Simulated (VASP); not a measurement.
Consider the following.

```
TiB2
1.0
    1.51119    -2.61745     0.00000
    1.51119     2.61745     0.00000
    0.00000     0.00000     3.19527
Ti B
1 2
Direct
  0.00000   0.00000   0.00000
  0.33333   0.66667   0.50000
  0.66667   0.33333   0.50000
```

Computed with revTPSS meta-GGA, VASP's PBE PAW potentials (set 64) (plane waves; VASP). Run with 520 eV cut-off, 13×13×11 Γ-centred mesh, tetrahedra with Blöchl corrections, potentials Ti_sv B.

The cores are frozen, which limits the accuracy of field gradients.

### Question
Give the principal components of the electric field gradient (V/Å²) and the asymmetry η at each nucleus.

### Answer

```tsv
atom	Vxx	Vyy	Vzz	η
Ti1	-8.5	-8.5	17.0	0.00
B2	-2.0	-2.0	3.9	0.00
B3	-2.0	-2.0	3.9	0.00
```

The compound is TiB2 in the AlB2 type structure. It was relaxed first.
